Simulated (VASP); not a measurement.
Given:

```
GaIn3N4
1.0
    3.51008    -6.04892     0.00341
    1.74174     3.01678     0.00000
    0.00274    -0.00158     5.65680
In N Ga
3 4 1
Cartesian
  1.78928  -1.03304   2.82703
  1.74504   1.00369   5.65237
  3.47416  -4.01700   2.82654
  1.87101  -1.08023   5.00896
  1.73596   1.00893   2.16793
  3.40215  -3.97542   5.03879
  3.51117  -2.02717   1.98208
  3.49086  -2.01545   0.01077
```

Computed with PBE GGA, VASP's PBE PAW potentials (set 64) (plane waves; VASP 6.6.1). Run with 500 eV cut-off, 4×7×4 Γ-centred mesh, Gaussian smearing of 0.050 eV, potentials In_d N Ga_d.

Unless said otherwise, spin-orbit coupling is left out, though it shifts the bands of the heavy elements here.

Problem. Estimate the energy per atom (σ→0), band gap (on the k-mesh) with the smallest direct gap where there is one.

Solution. 
- band gap (on the k-mesh) = 0.04 eV
- smallest direct gap (on the k-mesh) = 0.04 eV
- energy per atom (σ→0) = -5.498 eV/atom

Only differences to runs with the same potentials and settings are physical.

The structure was generated: GaIn3N4 was put into an ordered model structure (Pm), which need not be its known phase. It was relaxed first.
